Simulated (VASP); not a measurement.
Shape and ions are relaxed at each volume.

Here is the system:

```xyz
2
Lattice="1.7730 -3.0710 0.0000 1.7730 3.0710 0.0000 0.0000 0.0000 5.5783" Properties=species:S:1:pos:R:3 pbc="T T T"
Tb     1.7730     1.0237     1.3946
Tb     1.7730    -1.0237     4.1837
```

Level of theory: PBEsol GGA, VASP's PBE PAW potentials (set 64) (plane waves; VASP 6.6.1). Run with 520 eV cut-off, 12×12×7 Γ-centred mesh, first-order Methfessel-Paxton smearing of 0.10 eV, potentials Tb_3.

The 4f electrons are frozen in the core of the lanthanide potential, so 4f levels, which can set the real gap, and their magnetism are missing.

### Question
Give the energy at these volumes per atom, relative to the lowest: 28.71, 29.63, 30.55, 31.46, 32.38 Å³.

### Answer
12.2, 2.2, 0.0, 4.5, 14.9 meV/atom. A third-order Birch-Murnaghan fit gives B0 = 40.1 GPa and B0′ = 3.3.

Measured: bulk modulus 38.7 GPa (computed value off by +3.5 %), as given by Wikipedia, Terbium (infobox). The calculation is for a static lattice, while the measured bulk modulus holds thermal and zero-point effects, which are part of the difference.

The compound is Tb in the hcp structure. It was relaxed first.
